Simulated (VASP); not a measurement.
Method: r2SCAN meta-GGA, VASP's PBE PAW potentials (set 64) (plane waves; VASP).

The input files of a VASP run:

KPOINTS:
```
Regular mesh
0
Gamma
7 7 7
```

### POSCAR
```
KBr
1
    0.0000000000     3.3349928864     3.3349928864
    3.3349928864     0.0000000000     3.3349928864
    3.3349928864     3.3349928864     0.0000000000
K Br
1 1
Direct
  1.0000000000   1.0000000000   1.0000000000
  0.5000000000   0.5000000000   0.5000000000
```

**INCAR**
```
SIGMA=0.05   ! width (eV)
LASPH=.True.
SYSTEM=KBr
LCHARG=.False.
PREC=Accurate
ENCUT=520
EDIFF=1E-7   ! SCF stop (eV)
ALGO=Normal   ! blocked Davidson
NELM=100   ! most electronic steps
LREAL=.False.
LMAXMIX=4
METAGGA=R2SCAN
LWAVE=.False.
LMIXTAU=.True.
ISIF=2
ISMEAR=0
```

POTCAR, in this order: K_sv Br (PBE.64 set). Program: vasp_std.

Output of the run:

File OSZICAR:
```
       N       E                     dE             d eps       ncg     rms          rms(c)
DAV:   1     0.840669159005E+02    0.84067E+02   -0.70715E+03   480   0.118E+03
DAV:   2    -0.199117694702E+02   -0.10398E+03   -0.97629E+02   572   0.278E+02
DAV:   3    -0.267092517548E+02   -0.67975E+01   -0.67615E+01   624   0.649E+01
DAV:   4    -0.270089763141E+02   -0.29972E+00   -0.29921E+00   864   0.121E+01
DAV:   5    -0.270100920590E+02   -0.11157E-02   -0.11157E-02   620   0.851E-01    0.288E+00
DAV:   6    -0.237160195942E+02    0.32941E+01   -0.14085E+00   772   0.120E+01    0.190E+00
DAV:   7    -0.230121753699E+02    0.70384E+00   -0.36473E-01   872   0.613E+00    0.598E-01
DAV:   8    -0.238138489092E+02   -0.80167E+00   -0.37396E-01   520   0.552E+00    0.564E-01
DAV:   9    -0.231781884453E+02    0.63566E+00   -0.19974E-01   496   0.495E+00    0.381E-01
DAV:  10    -0.232345294015E+02   -0.56341E-01   -0.37676E-02   520   0.268E+00    0.212E-01
DAV:  11    -0.232412245610E+02   -0.66952E-02   -0.18798E-02   492   0.154E+00    0.983E-02
DAV:  12    -0.232436736164E+02   -0.24491E-02   -0.42888E-03   552   0.711E-01    0.921E-02
DAV:  13    -0.232460481048E+02   -0.23745E-02   -0.19604E-03   492   0.626E-01    0.219E-02
DAV:  14    -0.232460238881E+02    0.24217E-04   -0.28715E-05   760   0.621E-02    0.170E-02
DAV:  15    -0.232460221243E+02    0.17638E-05   -0.21743E-06   624   0.145E-02    0.156E-02
DAV:  16    -0.232462948603E+02   -0.27274E-03   -0.12564E-04   504   0.144E-01    0.703E-03
DAV:  17    -0.232463059817E+02   -0.11121E-04   -0.56284E-06   592   0.317E-02    0.372E-03
DAV:  18    -0.232463063728E+02   -0.39107E-06   -0.40316E-07   584   0.791E-03    0.251E-03
DAV:  19    -0.232463055451E+02    0.82771E-06   -0.67403E-07   552   0.109E-02    0.115E-03
DAV:  20    -0.232463059463E+02   -0.40126E-06   -0.22228E-07   532   0.588E-03    0.429E-04
DAV:  21    -0.232463056824E+02    0.26395E-06   -0.44791E-08   448   0.251E-03    0.213E-04
DAV:  22    -0.232463057283E+02   -0.45964E-07   -0.86507E-09   372   0.974E-04
   1 F= -.23246306E+02 E0= -.23246306E+02  d E =-.421559E-22
```

### OUTCAR
```
------------------------ aborting loop because EDIFF is reached ----------------------------------------
  FORCE on cell =-STRESS in cart. coord.  units (eV):
  Direction    XX          YY          ZZ          XY          YZ          ZX
  --------------------------------------------------------------------------------------
  Total       -0.1924349     -0.1924349     -0.1924349      0.0000000      0.0000000      0.0000000
  in kB       -4.1560405     -4.1560405     -4.1560405      0.0000000      0.0000000      0.0000000
  external PRESSURE =      -4.1560405 kB  Pullay stress =       0.0000000 kB
  volume of cell :       74.18
      direct lattice vectors                 reciprocal lattice vectors
     0.000000000  3.334992886  3.334992886    -0.149925357  0.149925357  0.149925357
     3.334992886  0.000000000  3.334992886     0.149925357 -0.149925357  0.149925357
     3.334992886  3.334992886  0.000000000     0.149925357  0.149925357 -0.149925357
  FREE ENERGIE OF THE ION-ELECTRON SYSTEM (eV)
  ---------------------------------------------------
  free  energy   TOTEN  =       -23.2463057283 eV

  energy  without entropy=      -23.2463057283  energy(sigma->0) =      -23.24630573
```
(Selected blocks of OUTCAR.)

The compound is KBr in the rock salt structure. This cell is one point of a volume scan, at 1.03 of the reference volume.
